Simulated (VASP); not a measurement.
Input:

```
AlNi
1.0
    2.83567     0.00000     0.00000
    0.00000     2.83567     0.00000
    0.00000     0.00000     2.83567
Al Ni
1 1
Direct
  0.50000   0.50000   0.50000
  0.00000   0.00000   0.00000
```

The numbers are results of LDA (Ceperley-Alder, Perdew-Zunger), VASP's LDA PAW potentials (set 64) (plane waves; VASP), not measurements. Numerical set-up: 520 eV cut-off, 12×12×12 Γ-centred mesh, first-order Methfessel-Paxton smearing of 0.10 eV, potentials Al Ni.

Problem. Estimate the energy per atom (σ→0), band gap (on the k-mesh) with the smallest direct gap where there is one.

Solution. 
- band gap (on the k-mesh) = none (metal, semimetal or under 0.01 eV)
- energy per atom (σ→0) = -6.097 eV/atom

The absolute energy has meaning only against runs of the same code, potentials and settings.

The compound is NiAl in the CsCl type structure. It was relaxed first, which changed the volume by -6 %. The start is the result of an earlier pass. The run is not spin-polarised, so no magnetic state was tried. The electron count is odd and the run is not spin-polarised, which forces a metal.
